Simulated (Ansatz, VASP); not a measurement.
# Er: VASP beside Ansatz

One calculation is typed for both programs; each brings its own data sets and cutoff. How far apart do they land? The cell is taken from a series of VASP runs on this material, whose earlier steps may have relaxed, scaled or displaced it; both programs get it as it stands.

Program: Ansatz 0.2.0. Level of theory: plane waves, with VASP 6.6.1 beside it; single point at PBE with D3(BJ), DFT+U. Results are calculated unless marked as measured.

In doubt: a part-filled 4f shell, where there is one, can sit in one of many states, so energies may not be the lowest and differences between runs may mislead; derivatives with an open 4f shell can jump between states, which bears on forces and vibrations.

## 1. The starting structure

Symmetry: P6_3/mmc, No. 194, hexagonal system. The conventional cell has a = 3.559 Å, b = 3.559 Å, c = 5.587 Å, α = 90.00°, β = 90.00°, γ = 120.00°. Er has 12 Er at 3.47 to 3.56 Å nearest.

As a file:

```cif
data_structure
_symmetry_space_group_name_H-M 'P 1'
_symmetry_Int_Tables_number 1
_cell_length_a 3.5588
_cell_length_b 3.5588
_cell_length_c 5.5874
_cell_angle_alpha 90.000
_cell_angle_beta 90.000
_cell_angle_gamma 120.000
_cell_volume 61.28
loop_
_atom_site_label
_atom_site_type_symbol
_atom_site_fract_x
_atom_site_fract_y
_atom_site_fract_z
_atom_site_occupancy
Er1 Er 0.33333 0.66667 0.25000 1
Er2 Er 0.66667 0.33333 0.75000 1
```

## 2. VASP: single point, PBE with D3(BJ), DFT+U

A single point gives forces, pressure and levels at one fixed geometry, so differences don't come from the geometry; what else differs is listed under the comparison.

Lines of VASP's logs that name or quote its potential files are left out, and so is its time.

Contents of INCAR:

```
SYSTEM = Er
PREC = Accurate
ENCUT = 460
EDIFF = 1E-06
NELM = 150
ISMEAR = 1
SIGMA = 0.2
LREAL = .FALSE.
ALGO = Normal
GGA = PE
IVDW = 12
NBANDS = 29
ISPIN = 2
MAGMOM = 3 -3
LDAU = .TRUE.
LDAUTYPE = 2
LDAUL = 3
LDAUU = 6
LDAUJ = 0
LDAUPRINT = 1
LASPH = .TRUE.
LMAXMIX = 6
AMIX = 0.2
BMIX = 1E-04
AMIX_MAG = 0.8
BMIX_MAG = 1E-04
LORBIT = 11
LWAVE = .FALSE.
LCHARG = .FALSE.
KPAR = 4
ISIF = 2
```

Contents of POSCAR:

```
Er
1.0
    3.5588000000      0.0000000000      0.0000000000
   -1.7794000000      3.0820112070      0.0000000000
    0.0000000000      0.0000000000      5.5874000000
Er
2
Direct
    0.3333333333      0.6666666667      0.2500000000
    0.6666666667      0.3333333333      0.7500000000
```

Contents of KPOINTS:

```
Automatic mesh
0
Gamma
7 7 4
0 0 0
```

Potentials, in the order of the species: Er (PBE family, release 64).

Launch:

```sh
$ mpirun -np 4 vasp_std
```

Numbers of over 12 decimals in the logs are rounded to 6 here.

Output:

```text
[banner, memory and clock lines left out]
running    4 mpi-ranks, on    1 nodes
 distrk:  each k-point on    1 cores,    4 groups
 distr:  one band on    1 cores,    1 groups

 POSCAR found type information on POSCAR Er
 POSCAR found :  1 types and       2 ions
 LDA part: xc-table for (Slater+PW92), standard interpolation
 POSCAR, INCAR and KPOINTS ok, starting setup
 FFT: planning ... GRIDC
 FFT: planning ... GRID_SOFT
 FFT: planning ... GRID
 WAVECAR not read
 entering main loop
       N       E                     dE             d eps       ncg     rms          rms(c)
DAV:   1     0.405283034578E+03    0.40528E+03   -0.13183E+04  3795   0.843E+03
DAV:   2     0.106452895912E+03   -0.29883E+03   -0.27270E+03  4842   0.105E+03
DAV:   3     0.194985054303E+02   -0.86954E+02   -0.85339E+02  4302   0.280E+02
DAV:   4     0.582001576720E+01   -0.13678E+02   -0.13408E+02  4936   0.113E+02
DAV:   5     0.201338158799E+01   -0.38066E+01   -0.37676E+01  5249   0.595E+01    0.880E+01
DAV:   6    -0.468308545313E+01   -0.66965E+01   -0.48766E+01  4144   0.121E+02    0.841E+01
DAV:   7    -0.563067690844E+00    0.41200E+01   -0.68522E+01  3232   0.264E+02    0.403E+01
DAV:   8    -0.103411838075E+01   -0.47105E+00   -0.15148E+01  4670   0.700E+01    0.161E+01
DAV:   9    -0.561251017362E+01   -0.45784E+01   -0.20890E+01  5384   0.535E+01    0.369E+01
DAV:  10    -0.622481390421E+01   -0.61230E+00   -0.12085E+00  5536   0.138E+01    0.337E+01
DAV:  11    -0.635672280325E+01   -0.13191E+00   -0.25698E-01  5120   0.141E+01    0.338E+01
DAV:  12    -0.704956559829E+01   -0.69284E+00   -0.11173E-01  4872   0.102E+01    0.327E+01
DAV:  13    -0.901070097861E+01   -0.19611E+01   -0.20530E-01  4304   0.202E+01    0.276E+01
DAV:  14    -0.994780885724E+01   -0.93711E+00   -0.43427E-01  4448   0.289E+01    0.206E+01
[...]
DAV:  65    -0.814683200892E+01    0.18057E-04   -0.24615E-05  4432   0.107E-01    0.385E+00
DAV:  66    -0.814671663580E+01    0.11537E-03   -0.33421E-04  3451   0.354E-01    0.185E+00
DAV:  67    -0.814671782629E+01   -0.11905E-05   -0.15274E-04  5528   0.160E-01    0.643E-01
DAV:  68    -0.814672249347E+01   -0.46672E-05   -0.13451E-05  4206   0.464E-02    0.608E-01
DAV:  69    -0.814673125938E+01   -0.87659E-05   -0.91856E-06  4410   0.442E-02    0.847E-01
DAV:  70    -0.814673557250E+01   -0.43131E-05   -0.33661E-06  2828   0.433E-02    0.755E-01
DAV:  71    -0.814673074125E+01    0.48312E-05   -0.37578E-06  2748   0.443E-02    0.584E-01
DAV:  72    -0.814673029863E+01    0.44262E-06   -0.45524E-07  1697   0.143E-02
   1 F= -.88073759E+01 E0= -.88073385E+01  d E =-.112081E-03  mag=     0.0000
```

From OUTCAR (step 2):

```text
ion  position               nearest neighbor table
   1  0.333  0.667  0.250-   2 3.47   2 3.47   2 3.47   2 3.47   2 3.47   2 3.47
   2  0.667  0.333  0.750-   1 3.47   1 3.47   1 3.47   1 3.47   1 3.47   1 3.47

  LATTYP: Found a hexagonal cell.
 ALAT       =     3.5588000000
 C/A-ratio  =     1.5700236035

 Subroutine GETGRP returns: Found 24 space group operations
 (whereof 12 operations were pure point group operations)

The static configuration has the point symmetry D_3d.
 The point group associated with its full space group is D_6h.

 Found     24 irreducible k-points:

   k-points           NKPTS =     24   k-points in BZ     NKDIM =     24   number of bands    NBANDS=     29

   dimension x,y,z NGX =    28 NGY =   28 NGZ =   40
   dimension x,y,z NGXF=    56 NGYF=   56 NGZF=   80

   ENCUT  =  460.0 eV  33.81 Ry    5.81 a.u.   6.22  6.22  9.77*2*pi/ulx,y,z

   NELECT =      44.0000    total number of electrons

 k-points in reciprocal lattice and weights: Automatic mesh
   0.00000000  0.00000000  0.00000000       0.005
   0.14285714  0.00000000  0.00000000       0.031
   0.28571429 -0.00000000  0.00000000       0.031
   0.42857143 -0.00000000  0.00000000       0.031
   0.14285714  0.14285714  0.00000000       0.031
   0.28571429  0.14285714  0.00000000       0.061
   0.42857143  0.14285714  0.00000000       0.031
   0.28571429  0.28571429  0.00000000       0.031
   0.00000000  0.00000000  0.25000000       0.010
[...]
0.42857143  0.14285714  0.50000000       0.031
   0.28571429  0.28571429  0.50000000       0.031

atom =   1  type =  1  l = 3

 onsite density matrix

spin component  1

  0.9943 -0.0000  0.0000  0.0000  0.0000  0.0000  0.0000
 -0.0000  0.9942  0.0000  0.0000  0.0000 -0.0000 -0.0000
  0.0000  0.0000  0.9948  0.0000 -0.0000 -0.0000  0.0000
  0.0000  0.0000  0.0000  0.9944  0.0000  0.0000 -0.0000
  0.0000  0.0000 -0.0000  0.0000  0.9948  0.0000  0.0000
  0.0000 -0.0000 -0.0000  0.0000  0.0000  0.9942 -0.0000
  0.0000 -0.0000  0.0000 -0.0000  0.0000 -0.0000  0.9943

spin component  2

  0.9926 -0.0000  0.0000 -0.0000  0.0000 -0.0000 -0.0000
 -0.0000  0.9923  0.0000  0.0000  0.0000 -0.0000  0.0000
  0.0000  0.0000  0.0029  0.0000  0.0000 -0.0000 -0.0000
 -0.0000  0.0000  0.0000  0.9933  0.0000  0.0000  0.0000
  0.0000  0.0000  0.0000  0.0000  0.0029  0.0000  0.0000
 -0.0000 -0.0000 -0.0000  0.0000  0.0000  0.9923  0.0000
 -0.0000  0.0000 -0.0000  0.0000  0.0000  0.0000  0.0009

 occupancies and eigenvectors

  o =  0.0009  v =  0.0000  0.0000  0.0000  0.0000  0.0000  0.0000  0.0000 -0.0000  0.0000 -0.0000 -0.0000  0.0000  0.0000 -1.0000      0.0000  0.0000  0.0000  0.0000  0.0000  0.0000  0.0000  0.0000  0.0000  0.0000  0.0000  0.0000  0.0000  0.0000
  o =  0.0029  v =  0.0000  0.0000  0.0000  0.0000  0.0000  0.0000  0.0000 -0.0000  0.0000  0.0004  0.0000 -1.0000 -0.0000 -0.0000      0.0000  0.0000  0.0000  0.0000  0.0000  0.0000  0.0000  0.0000  0.0000  0.0000  0.0000  0.0000  0.0000  0.0000
  o =  0.0029  v =  0.0000  0.0000  0.0000  0.0000  0.0000  0.0000  0.0000  0.0000  0.0000 -1.0000  0.0000 -0.0004 -0.0000 -0.0000      0.0000  0.0000  0.0000  0.0000  0.0000  0.0000  0.0000  0.0000  0.0000  0.0000  0.0000  0.0000  0.0000  0.0000
  o =  0.9923  v =  0.0000  0.0000  0.0000  0.0000  0.0000  0.0000  0.0000  0.0000  0.9984 -0.0000  0.0000  0.0000 -0.0563  0.0000      0.0000  0.0000  0.0000  0.0000  0.0000  0.0000  0.0000  0.0000  0.0000  0.0000  0.0000  0.0000  0.0000  0.0000
  o =  0.9923  v =  0.0000  0.0000  0.0000  0.0000  0.0000  0.0000  0.0000  0.0000  0.0563  0.0000 -0.0000 -0.0000  0.9984  0.0000      0.0000  0.0000  0.0000  0.0000  0.0000  0.0000  0.0000  0.0000  0.0000  0.0000  0.0000  0.0000  0.0000  0.0000
  o =  0.9926  v =  0.0000  0.0000  0.0000  0.0000  0.0000  0.0000  0.0000  1.0000 -0.0000  0.0000 -0.0000  0.0000 -0.0000 -0.0000      0.0000  0.0000  0.0000  0.0000  0.0000  0.0000  0.0000  0.0000  0.0000  0.0000  0.0000  0.0000  0.0000  0.0000
  o =  0.9933  v =  0.0000  0.0000  0.0000  0.0000  0.0000  0.0000  0.0000 -0.0000 -0.0000 -0.0000 -1.0000 -0.0000 -0.0000  0.0000      0.0000  0.0000  0.0000  0.0000  0.0000  0.0000  0.0000  0.0000  0.0000  0.0000  0.0000  0.0000  0.0000  0.0000
[...]
o =  0.9926  v =  1.0000 -0.0000  0.0000  0.0000  0.0000 -0.0000 -0.0000  0.0000  0.0000  0.0000  0.0000  0.0000  0.0000  0.0000      0.0000  0.0000  0.0000  0.0000  0.0000  0.0000  0.0000  0.0000  0.0000  0.0000  0.0000  0.0000  0.0000  0.0000
  o =  0.9933  v =  0.0000  0.0000  0.0000 -1.0000 -0.0000 -0.0000  0.0000  0.0000  0.0000  0.0000  0.0000  0.0000  0.0000  0.0000      0.0000  0.0000  0.0000  0.0000  0.0000  0.0000  0.0000  0.0000  0.0000  0.0000  0.0000  0.0000  0.0000  0.0000
  o =  0.9942  v =  0.0000  0.0000  0.0000  0.0000  0.0000  0.0000  0.0000  0.0000 -0.0290  0.0000 -0.0000  0.0000  0.9996 -0.0000      0.0000  0.0000  0.0000  0.0000  0.0000  0.0000  0.0000  0.0000  0.0000  0.0000  0.0000  0.0000  0.0000  0.0000
  o =  0.9942  v =  0.0000  0.0000  0.0000  0.0000  0.0000  0.0000  0.0000  0.0000  0.9996 -0.0000 -0.0000 -0.0000  0.0290 -0.0000      0.0000  0.0000  0.0000  0.0000  0.0000  0.0000  0.0000  0.0000  0.0000  0.0000  0.0000  0.0000  0.0000  0.0000
  o =  0.9943  v =  0.0000  0.0000  0.0000  0.0000  0.0000  0.0000  0.0000  1.0000 -0.0000 -0.0000  0.0000 -0.0000 -0.0000 -0.0000      0.0000  0.0000  0.0000  0.0000  0.0000  0.0000  0.0000  0.0000  0.0000  0.0000  0.0000  0.0000  0.0000  0.0000
  o =  0.9943  v =  0.0000  0.0000  0.0000  0.0000  0.0000  0.0000  0.0000 -0.0000 -0.0000  0.0000  0.0000  0.0000 -0.0000 -1.0000      0.0000  0.0000  0.0000  0.0000  0.0000  0.0000  0.0000  0.0000  0.0000  0.0000  0.0000  0.0000  0.0000  0.0000
  o =  0.9944  v =  0.0000  0.0000  0.0000  0.0000  0.0000  0.0000  0.0000  0.0000 -0.0000 -0.0000 -1.0000  0.0000 -0.0000 -0.0000      0.0000  0.0000  0.0000  0.0000  0.0000  0.0000  0.0000  0.0000  0.0000  0.0000  0.0000  0.0000  0.0000  0.0000
  o =  0.9948  v =  0.0000  0.0000  0.0000  0.0000  0.0000  0.0000  0.0000 -0.0000 -0.0000 -0.0000 -0.0000 -1.0000  0.0000 -0.0000      0.0000  0.0000  0.0000  0.0000  0.0000  0.0000  0.0000  0.0000  0.0000  0.0000  0.0000  0.0000  0.0000  0.0000
  o =  0.9948  v =  0.0000  0.0000  0.0000  0.0000  0.0000  0.0000  0.0000  0.0000  0.0000  1.0000 -0.0000 -0.0000 -0.0000 -0.0000      0.0000  0.0000  0.0000  0.0000  0.0000  0.0000  0.0000  0.0000  0.0000  0.0000  0.0000  0.0000  0.0000  0.0000

 average (electrostatic) potential at core
       1 -40.6564       2 -40.6564

 E-fermi :   2.6360

 spin component 1
 k-point     1 :       0.0000    0.0000    0.0000
  band No.  band energies     occupation
    ...
     17      -3.7055      1.00000
     18      -3.5355      1.00000
     19      -3.5355      1.00000
     20      -2.8269      1.00000
     21       0.3782      1.00000
     22       3.2038     -0.00022
     23       3.2038     -0.00022
     24       3.5935     -0.00000
     25       3.7444     -0.00000
     26       4.6422     -0.00000
    ...

 k-point     2 :       0.1429    0.0000    0.0000
  band No.  band energies     occupation
    ...
     17      -3.6932      1.00000
     18      -3.5367      1.00000
     19      -3.5296      1.00000
     20      -2.3509      1.00000
     21       0.8335      1.00000
     22       3.1659     -0.00058
     23       3.1740     -0.00047
     24       3.2102     -0.00019
     25       3.6912     -0.00000
     26       3.7933     -0.00000
    ...

 k-point     3 :       0.2857   -0.0000    0.0000
  band No.  band energies     occupation
    ...
     18      -3.5392      1.00000
     19      -3.5161      1.00000
     20      -1.1112      1.00000
     21       1.6258      1.00000
     22       2.3582      1.03218
     23       2.8871     -0.03532
     24       3.1736     -0.00048
     25       3.2159     -0.00016
     26       3.6301     -0.00000
     27       4.3115     -0.00000
    ...

 k-point     4 :       0.4286   -0.0000    0.0000
  band No.  band energies     occupation
    ...
     19      -3.5050      1.00000
     20       0.2639      1.00000
     21       1.4227      1.00000
     22       1.8128      1.00000
     23       2.5664      0.77548
     24       3.1641     -0.00060
     25       3.2164     -0.00016
     26       3.6035     -0.00000
     27       4.2602     -0.00000
     28       4.3729     -0.00000
    ...

 k-point     5 :       0.1429    0.1429    0.0000
  band No.  band energies     occupation
    ...
     18      -3.5375      1.00000
     19      -3.5210      1.00000
     20      -1.4798      1.00000
     21       1.5689      1.00000
     22       2.6010      0.64545
     23       2.9431     -0.02603
     24       3.1989     -0.00025
     25       3.2186     -0.00015
     26       3.6401     -0.00000
     27       4.3706     -0.00000
    ...

 k-point     6 :       0.2857    0.1429    0.0000
  band No.  band energies     occupation
    ...
     19      -3.5116      1.00000
     20      -0.0698      1.00000
     21       1.9277      1.00000
     22       2.0261      1.00007
     23       2.5225      0.90490
     24       3.1372     -0.00113
     25       3.2062     -0.00021
     26       3.5928     -0.00000
     27       4.0553     -0.00000
     28       4.4738     -0.00000
    ...

 Edisp (eV)   -0.66065

  Total      -0.60248    -0.60248    -0.82568    -0.00000     0.00000     0.00000
  in kB     -15.75081   -15.75081   -21.58610    -0.00000     0.00000     0.00000
  external pressure =      -17.70 kB  Pullay stress =        0.00 kB

  energy-cutoff  :      460.00
  volume of cell :       61.28
      direct lattice vectors                 reciprocal lattice vectors
     3.558800000  0.000000000  0.000000000     0.280993593  0.162231727  0.000000000
    -1.779400000  3.082011207  0.000000000     0.000000000  0.324463454  0.000000000
     0.000000000  0.000000000  5.587400000     0.000000000  0.000000000  0.178974120

 POSITION                                       TOTAL-FORCE (eV/Angst)
 -----------------------------------------------------------------------------------
     -0.00000      2.05467      1.39685        -0.000000      0.000000      0.000000
      1.77940      1.02734      4.19055         0.000000     -0.000000      0.000000
 -----------------------------------------------------------------------------------
    total drift:                                0.000000     -0.000000      0.000000

  FREE ENERGIE OF THE ION-ELECTRON SYSTEM (eV)
  ---------------------------------------------------
  free  energy   TOTEN  =        -8.8073758730 eV

  energy  without entropy=       -8.8072637920  energy(sigma->0) =       -8.80733851

 total charge
# of ion       s       p       d       f       tot
--------------------------------------------------
    1        2.148   5.749   0.582  10.932  19.411
    2        2.148   5.749   0.582  10.932  19.411
--------------------------------------------------
tot          4.296  11.498   1.163  21.864  38.821

 magnetization (x)
# of ion       s       p       d       f       tot
--------------------------------------------------
    1        0.008  -0.016   0.082   2.982   3.055
    2       -0.008   0.016  -0.082  -2.982  -3.055
--------------------------------------------------
tot          0.000   0.000   0.000  -0.000  -0.000

[... 1 further part left out ...]
```

The magnetic state follows from one typed start and may not be the lowest. DFT+U on an f shell has many metastable occupations, and no search among them was made.

(Continued in part 2 of 2.)

[Lines on the potential files, build, host, timing and source positions are cut from VASP's logs without a mark.]

[Logs are printed without paths, hosts, clocks, repeated set-up lines and the standing remarks that a program may print on its own settings, such as how far it seeks lower states.]

[Hosts, paths, dates, database ids (printed as entryN), source tags and the programs' standing remarks are cut or masked in the printed files.]
